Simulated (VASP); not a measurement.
# CuF (P6_3/mmc) in VASP: a series of runs, part 2 of 2

VASP 6.6.1. Earlier steps stand in the parts before.

### Step 4. Single point, PBE (biaxial_xy strain +2.9%)

Contents of INCAR:

```
SYSTEM = CuF
PREC = Accurate
ENCUT = 520
EDIFF = 1E-6
ISMEAR = -1
SIGMA = 0.02
LREAL = .False.
LASPH = .True.
NELM = 100
ALGO = Fast
ISIF = 2
LWAVE = .False.
LCHARG = .True.
GGA = PE
LELF = .True.
LVHAR = .True.
NBANDS = 26
```

Contents of KPOINTS:

```
regular mesh
0
Gamma
  12 12 6
  0 0 0
```

Contents of POSCAR:

```
CuF
1.0
    3.6086538685      0.0000000000      0.0000000000
   -1.8043269342      3.1251859236      0.0000000000
    0.0000000000      0.0000000000      5.0825198265
Cu F
2 2
Direct
    0.3333333333      0.6666666667      0.2500000000
    0.6666666667      0.3333333333      0.7500000000
    0.6666666667      0.3333333333      0.2500000000
    0.3333333333      0.6666666667      0.7500000000
```

Potentials or basis: VASP PAW PBE potentials, release 64 (Cu, F).

On the command line:

```
> cat potpaw_PBE.64/Cu/POTCAR potpaw_PBE.64/F/POTCAR > POTCAR
> mpirun -np 1 vasp_std > vasp.out
```

OUTCAR:

```text
SYSTEM = CuF
   PREC = Accurate
   ENCUT = 520
   EDIFF = 1E-6
   ISMEAR = -1
   LREAL = .False.
   LASPH = .True.
   NELM = 100
   ISIF = 2
   GGA = PE

 ion  position               nearest neighbor table
   1  0.333  0.667  0.250-   3 2.08   3 2.08   3 2.08
   2  0.667  0.333  0.750-   4 2.08   4 2.08   4 2.08
   3  0.667  0.333  0.250-   1 2.08   1 2.08   1 2.08
   4  0.333  0.667  0.750-   2 2.08   2 2.08   2 2.08

  LATTYP: Found a hexagonal cell.
 ALAT       =     3.6086538685
 C/A-ratio  =     1.4084254162

  Lattice vectors:

 A1 = (   3.6086538685,   0.0000000000,   0.0000000000)
 A2 = (  -1.8043269342,   3.1251859236,   0.0000000000)
 A3 = (   0.0000000000,   0.0000000000,   5.0825198265)

Analysis of symmetry for initial positions (statically):
=====================================================================
 Subroutine PRICEL returns:
 Original cell was already a primitive cell.

 Routine SETGRP: Setting up the symmetry group for a
 hexagonal supercell.

 Subroutine GETGRP returns: Found 24 space group operations
 (whereof 12 operations were pure point group operations)
 out of a pool of 24 trial point group operations.

The static configuration has the point symmetry D_3d.
 The point group associated with its full space group is D_6h.

Analysis of symmetry for dynamics (positions and initial velocities):
=====================================================================
 Subroutine PRICEL returns:
 Original cell was already a primitive cell.

 Routine SETGRP: Setting up the symmetry group for a
 hexagonal supercell.

 Subroutine GETGRP returns: Found 24 space group operations
 (whereof 12 operations were pure point group operations)
 out of a pool of 24 trial point group operations.

The dynamic configuration has the point symmetry D_3d.
 The point group associated with its full space group is D_6h.

 Subroutine INISYM returns: Found 24 space group operations
 (whereof 12 operations are pure point group operations),
 and found     1 'primitive' translations

[... 122 lines left out ...]
   LORBIT       =      0    0 simple, 1 ext, 2 COOP (PROOUT), +10 PAW based schemes
   GGA     = PE    functional components
   LHFCALC =     F    Hartree Fock is set to
   AEXX    =    0.0000 exact exchange contribution
   IVDW    =     0    specifies the selected vdW correction
   LEPSILON=     F    determine dielectric tensor
   LRPA    =     F    only Hartree local field effects (RPA)
 non-spin polarized calculation
 RMM-DIIS sequential band-by-band and
  energy-cutoff  :      520.00
  volume of cell :       57.32
 maximum number of plane-waves:      1561
 NGX is ok and might be reduce to    28
   NGX = 13   NGY = 13   NGZ = 19

 number of electron      36.0000011 magnetization

 Free energy of the ion-electron system (eV)
  ---------------------------------------------------
  ext. energy  EPLUGINS =         0.00000000
  ---------------------------------------------------
  free energy    TOTEN  =       -14.26783938 eV

  energy without entropy =      -14.26262362  energy(sigma->0) =      -14.26523150

 E-fermi :   2.7246     XC(G=0):  -9.7472

 val. band max:        2.7237884702   @ k =   0.1667   0.0000   0.0000
 cond. band min:       2.7270246265   @ k =   0.0000   0.0000   0.3333
 fundamental gap:      0.0032361562
 Fermi energy:         2.7246468067

 k-point     1 :       0.0000    0.0000    0.0000
  band No.  band energies     occupation
      1     -21.6212      2.00000
      2     -21.4088      2.00000
      3      -3.8124      2.00000
      4      -3.5986      2.00000
      5      -3.5986      2.00000
      6      -3.3914      2.00000
[... 685 lines left out ...]
     25      13.2331      0.00000
     26      15.6517      0.00000

 [... further k-points ...]

------------------------ aborting loop because EDIFF is reached ----------------------------------------

  FORCE on cell =-STRESS in cart. coord.  units (eV):
  Direction    XX          YY          ZZ          XY          YZ          ZX
  --------------------------------------------------------------------------------------
  -------------------------------------------------------------------------------------
  Total       -0.6106106     -0.6106106      0.2177681     -0.0000000      0.0000000      0.0000000
  in kB      -17.0676903    -17.0676903      6.0870188     -0.0000000      0.0000000      0.0000000
  external PRESSURE =      -9.3494539 kB  Pullay stress =       0.0000000 kB

 VOLUME and BASIS-vectors are now :
 -----------------------------------------------------------------------------
  energy-cutoff  :      520.00
  volume of cell :       57.32
      direct lattice vectors                 reciprocal lattice vectors
     3.608653868  0.000000000  0.000000000     0.277111642  0.159990481  0.000000000
    -1.804326934  3.125185924  0.000000000     0.000000000  0.319980963  0.000000000
     0.000000000  0.000000000  5.082519826     0.000000000  0.000000000  0.196752799

 POSITION                                       TOTAL-FORCE (eV/Angst)
 -----------------------------------------------------------------------------------
     -0.00000      2.08346      1.27063        -0.000000     -0.000000      0.000000
      1.80433      1.04173      3.81189        -0.000000      0.000000      0.000000
      1.80433      1.04173      1.27063         0.000000      0.000000      0.000000
     -0.00000      2.08346      3.81189         0.000000      0.000000      0.000000
 -----------------------------------------------------------------------------------
    total drift:                                0.000000     -0.000000      0.000000

  FREE ENERGIE OF THE ION-ELECTRON SYSTEM (eV)
  ---------------------------------------------------
  free  energy   TOTEN  =       -14.2678393824 eV

  energy  without entropy=      -14.2626236163  energy(sigma->0) =      -14.26523150
```

OSZICAR:

```text
N       E                     dE             d eps       ncg     rms          rms(c)
DAV:   1     0.370372869384E+03    0.37037E+03   -0.17323E+04  4002   0.198E+03
DAV:   2     0.346809795783E+02   -0.33569E+03   -0.31313E+03  4110   0.406E+02
DAV:   3    -0.140666656243E+02   -0.48748E+02   -0.47058E+02  4644   0.176E+02
DAV:   4    -0.158705395113E+02   -0.18039E+01   -0.17905E+01  5034   0.357E+01
DAV:   5    -0.158893022729E+02   -0.18763E-01   -0.18759E-01  4734   0.351E+00    0.795E+00
RMM:   6    -0.147902994389E+02    0.10990E+01   -0.76009E+00  4866   0.306E+01    0.576E+00
RMM:   7    -0.142861568849E+02    0.50414E+00   -0.22424E+00  4554   0.205E+01    0.163E+00
RMM:   8    -0.142782282030E+02    0.79287E-02   -0.13425E-01  5333   0.269E+00    0.116E+00
RMM:   9    -0.142722993010E+02    0.59289E-02   -0.10728E-01  4877   0.450E+00    0.593E-01
RMM:  10    -0.142673721895E+02    0.49271E-02   -0.25496E-02  4777   0.180E+00    0.146E-01
RMM:  11    -0.142678479497E+02   -0.47576E-03   -0.59188E-03  5113   0.746E-01    0.103E-01
RMM:  12    -0.142678565165E+02   -0.85667E-05   -0.17859E-03  5567   0.310E-01    0.497E-02
RMM:  13    -0.142678701686E+02   -0.13652E-04   -0.12334E-04  5174   0.851E-02    0.504E-02
RMM:  14    -0.142678346064E+02    0.35562E-04   -0.21446E-04  5033   0.178E-01    0.205E-02
RMM:  15    -0.142678403514E+02   -0.57450E-05   -0.33181E-05  4150   0.372E-02    0.203E-02
RMM:  16    -0.142678393824E+02    0.96894E-06   -0.18021E-06  3514   0.173E-02
   1 F= -.14267839E+02 E0= -.14265231E+02  d E =-.521577E-02
```

stdout:

```text
POSCAR found type information on POSCAR CuF
 POSCAR found :  2 types and       4 ions
 scaLAPACK will be used
 LDA part: xc-table for (Slater+PW92), standard interpolation
 POSCAR, INCAR and KPOINTS ok, starting setup
 FFT: planning ... GRIDC
 FFT: planning ... GRID_SOFT
 FFT: planning ... GRID
 WAVECAR not read
 entering main loop
```

Run time: 53 s. Hardware: 1 thread of Intel Xeon 6975P-C (Granite Rapids), shared host; peak memory 0.23 GiB.

Results:

* Free energy: -14.2678 eV
* Pressure: -0.9 GPa
* Band gap on the k mesh: none (metal or under the smearing width)

Stress tensor (GPa, compression positive):
```
-1.71  0.00  0.00
 0.00 -1.71  0.00
 0.00  0.00  0.61
```

Caveat: the run has no spin polarisation, though such a crystal can be magnetic; semilocal functionals often make such compounds metallic where correlation or magnetic order opens a gap, which also shifts bond lengths.

### Step 5. Overview

| level | cell | gap on the mesh (eV) | pressure (GPa) |
| --- | --- | --- | --- |
| PBE | uniaxial_z strain -3.6% | none | 6.8 |
| r2SCAN | biaxial_xy strain +2.9% | none | -4.3 |
| PBE | biaxial_xy strain +2.9% | none | -0.9 |

Alike in all rows: task single point; potentials or basis VASP PAW PBE potentials, release 64 (Cu, F); no spin polarisation; k mesh 12 × 12 × 6; cutoff (eV) 520; smearing fermi-dirac 0.02 eV.

Caveats: the run has no spin polarisation, though such a crystal can be magnetic; semilocal functionals often make such compounds metallic where correlation or magnetic order opens a gap, which also shifts bond lengths; the PAW data sets were made with another functional, which shifts forces and pressure a little (some runs).

Total energies depend on the potentials used, so only differences within one code and one set of settings carry meaning.
